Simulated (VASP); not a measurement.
A convergence study with VASP on I (space group no. 64 when undisturbed): one setting is varied, all else stays as given below, so the limit is that of these other settings. One atom is moved off its site, so that forces are finite.

```
I
1.0
    2.40218    -3.64590     0.00000
    2.40218     3.64590     0.00000
    0.00000     0.00000     9.81937
I
4
Direct
  0.84600   0.84600   0.88809
  0.65400   0.65400   0.38300
  0.34600   0.34600   0.61700
  0.15400   0.15400   0.11700
```

The numbers are results of PBE GGA, VASP's PBE PAW potentials (set 64) (plane waves; VASP 6.6.1), not measurements. The tightest run used: 300 eV cut-off, 18×18×8 Γ-centred mesh, Fermi-Dirac smearing of 0.020 eV, potentials I.

Unless said otherwise, spin-orbit coupling is left out, though it shifts the bands of the heavy elements here. Gaps are read on the run's mesh, which can miss a band edge.

```tsv
setting	E (eV/atom)	pressure (GPa)	largest force (eV/Å)	gap on the mesh (eV)	irreducible k-points
2×2×1 mesh	-1.5063	1.02	0.917	1.256	3
3×3×1 mesh	-1.5311	0.67	0.912	1.304	4
3×3×2 mesh	-1.4839	1.05	0.778	1.301	8
```

### Question
These are the cheaper rows. Estimate the results at 18×18×8 mesh, and how far the last row shown lies from them.

### Answer

```
quantity              tightest run  last row shown is off by
--------------------  ------------  ------------------------
E (eV/atom)                -1.4819                   -0.0020
pressure (GPa)                1.07                     -0.02
largest force (eV/Å)         0.772                     0.007
gap on the mesh (eV)         1.188                     0.113
```

Left out are rungs that failed or repeat a setting and relaxations that didn't move; long series are thinned to 24 rows.

The structure is a typed I crystal (space group no. 64). The cell was not relaxed at this level, it is distorted from the ideal structure.
